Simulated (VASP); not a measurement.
Method: PBE GGA with D3 dispersion (zero damping), VASP's PBE PAW potentials (set 64) (plane waves; VASP).

VASP ran on this input.

### INCAR
```
SYSTEM = SiO2
PREC = Accurate; ENCUT = 520; LREAL = .False.
LASPH = .True.
EDIFF = 1E-6; NELM = 100; ALGO = Normal
ISMEAR = 0; SIGMA = 0.05
GGA = PE; IVDW = 11
IBRION = 2; NSW = 60; ISIF = 3
EDIFFG = -0.02
LWAVE = .False.; LCHARG = .False.
```

File KPOINTS:
```
K-points
0
G
5 5 7
```

POSCAR:
```
SiO2
1
    4.2131476911    -0.0000000000     0.0000000000
    0.0000000000     4.2131476911     0.0000000000
    0.0000000000     0.0000000000     2.6906196549
Si O
2 4
Direct
  1.0000000000   0.0000000000   1.0000000000
  0.5000000000   0.5000000000   0.5000000000
  0.3063678582   0.3063678582   1.0000000000
  0.8063678582   0.1936321418   0.5000000000
  0.1936321418   0.8063678582   0.5000000000
  0.6936321418   0.6936321418   0.0000000000
```

POTCAR, in this order: Si O (PBE.64 set). Program: vasp_std.

Output of the run:

OUTCAR:
```
 ion  position               nearest neighbor table
   1  0.000  0.000  0.000-   4 1.77   5 1.77   4 1.77   5 1.77   3 1.83   6 1.83
   2  0.500  0.500  0.500-   3 1.77   6 1.77   3 1.77   6 1.77   5 1.83   4 1.83
   3  0.306  0.306  0.000-   2 1.77   2 1.77   1 1.83
   4  0.806  0.194  0.500-   1 1.77   1 1.77   2 1.83
   5  0.194  0.806  0.500-   1 1.77   1 1.77   2 1.83
   6  0.694  0.694  0.000-   2 1.77   2 1.77   1 1.83
  LATTYP: Found a simple tetragonal cell.
 ALAT       =     4.2131476911
 C/A-ratio  =     0.6386245753
 Subroutine PRICEL returns:
 Original cell was already a primitive cell.
 Subroutine GETGRP returns: Found 16 space group operations
The static configuration has the point symmetry D_2h.
 The point group associated with its full space group is D_4h.
The dynamic configuration has the point symmetry D_2h.
 Subroutine INISYM returns: Found 16 space group operations
 Subroutine IBZKPT returns following result:
 Found     24 irreducible k-points:

 Following reciprocal coordinates:
            Coordinates               Weight
  0.000000  0.000000  0.000000      1.000000
  0.200000  0.000000  0.000000      4.000000
  0.400000  0.000000  0.000000      4.000000
  0.200000  0.200000  0.000000      4.000000
  0.400000  0.200000  0.000000      8.000000
  0.400000  0.400000  0.000000      4.000000
  0.000000  0.000000  0.142857      2.000000
  0.200000  0.000000  0.142857      8.000000
  0.400000  0.000000  0.142857      8.000000
  0.200000  0.200000  0.142857      8.000000
  0.400000  0.200000  0.142857     16.000000
  0.400000  0.400000  0.142857      8.000000
  0.000000  0.000000  0.285714      2.000000
  0.200000  0.000000  0.285714      8.000000
  0.400000  0.000000  0.285714      8.000000
  0.200000  0.200000  0.285714      8.000000
  0.400000  0.200000  0.285714     16.000000
  0.400000  0.400000  0.285714      8.000000
...
```

### OSZICAR
```
       N       E                     dE             d eps       ncg     rms          rms(c)
DAV:   1     0.164825936223E+03    0.16483E+03   -0.17967E+04   960   0.153E+03
DAV:   2    -0.437919122885E+02   -0.20862E+03   -0.19792E+03  1328   0.319E+02
DAV:   3    -0.508499656879E+02   -0.70581E+01   -0.70294E+01  1152   0.639E+01
DAV:   4    -0.509048038648E+02   -0.54838E-01   -0.54782E-01  1132   0.645E+00
DAV:   5    -0.509054211276E+02   -0.61726E-03   -0.61717E-03  1120   0.668E-01    0.171E+01
DAV:   6    -0.462644390443E+02    0.46410E+01   -0.18542E+01  1064   0.304E+01    0.767E+00
DAV:   7    -0.462899415396E+02   -0.25502E-01   -0.50883E-01  1128   0.508E+00    0.291E+00
DAV:   8    -0.463044287881E+02   -0.14487E-01   -0.18184E-02  1084   0.139E+00    0.109E+00
DAV:   9    -0.463110667304E+02   -0.66379E-02   -0.82744E-03  1108   0.982E-01    0.268E-01
DAV:  10    -0.463112977826E+02   -0.23105E-03   -0.77969E-04  1120   0.232E-01    0.481E-02
DAV:  11    -0.463112566156E+02    0.41167E-04   -0.18418E-04  1116   0.103E-01    0.697E-03
DAV:  12    -0.463112580521E+02   -0.14365E-05   -0.97840E-06  1100   0.232E-02    0.499E-03
DAV:  13    -0.463112578405E+02    0.21161E-06   -0.15229E-06   672   0.992E-03
   1 F= -.47220017E+02 E0= -.47220017E+02  d E =-.472200E+02
       N       E                     dE             d eps       ncg     rms          rms(c)
DAV:   1    -0.463117391642E+02   -0.48111E-03   -0.22511E-02  1064   0.132E+00    0.102E-01
DAV:   2    -0.463116105313E+02    0.12863E-03   -0.24014E-04  1108   0.132E-01    0.563E-02
DAV:   3    -0.463115460633E+02    0.64468E-04   -0.75797E-05  1132   0.766E-02    0.650E-03
DAV:   4    -0.463115456038E+02    0.45949E-06   -0.66144E-06  1064   0.206E-02
   2 F= -.47220112E+02 E0= -.47220112E+02  d E =-.946964E-04
```

File OUTCAR:
```
------------------------ aborting loop because EDIFF is reached ----------------------------------------
 Edisp (eV)   -0.90857
  FORCE on cell =-STRESS in cart. coord.  units (eV):
  Direction    XX          YY          ZZ          XY          YZ          ZX
  --------------------------------------------------------------------------------------
  Total      -0.01748    -0.01748     0.01769     0.00000     0.00000     0.00000
  in kB      -0.58618    -0.58618     0.59334     0.00000     0.00000     0.00000
  external pressure =       -0.19 kB  Pullay stress =        0.00 kB
  volume of cell :       47.77
      direct lattice vectors                 reciprocal lattice vectors
     4.215975989  0.000000000  0.000000000     0.237193002  0.000000000  0.000000000
    -0.000000000  4.215975989  0.000000000     0.000000000  0.237193002  0.000000000
     0.000000000  0.000000000  2.687799884     0.000000000  0.000000000  0.372051508
 POSITION                                       TOTAL-FORCE (eV/Angst)
 -----------------------------------------------------------------------------------
      4.21598      4.21598      0.00000        -0.000000      0.000000      0.000000
      2.10799      2.10799      1.34390        -0.000000      0.000000      0.000000
      1.29122      1.29122      0.00000         0.013755      0.013755     -0.000000
      3.39921      0.81676      1.34390         0.013755     -0.013755      0.000000
      0.81676      3.39921      1.34390        -0.013755      0.013755     -0.000000
      2.92475      2.92475      2.68780        -0.013755     -0.013755      0.000000
 -----------------------------------------------------------------------------------
    total drift:                                0.000000      0.000000     -0.000000
  FREE ENERGIE OF THE ION-ELECTRON SYSTEM (eV)
  ---------------------------------------------------
  free  energy   TOTEN  =       -47.2201118126 eV

  energy  without entropy=      -47.2201118126  energy(sigma->0) =      -47.22011181

 reached required accuracy - stopping structural energy minimisation
```
(Selected blocks of OUTCAR.)

File CONTCAR:
```
SiO2
   1.00000000000000
     4.2159759892526782    0.0000000000000000    0.0000000000000000
    -0.0000000000000000    4.2159759892526782    0.0000000000000000
     0.0000000000000000    0.0000000000000000    2.6877998843541242
  Si              O
     2     4
Direct
     1.0000000000000000    1.0000000000000000    0.0000000000000000
     0.5000000000000000    0.5000000000000000    0.5000000000000000
     0.3062692903680136    0.3062692903680136    0.0000000000000000
     0.8062692903680136    0.1937307096319864    0.5000000000000000
     0.1937307096319864    0.8062692903680136    0.5000000000000000
     0.6937307096319864    0.6937307096319864    1.0000000000000000
```

The compound is SiO2 in the rutile structure, stishovite, a high-pressure form. This run relaxes it. Symmetry was kept, so distortions that lower it aren't found. The start is the result of an earlier pass.
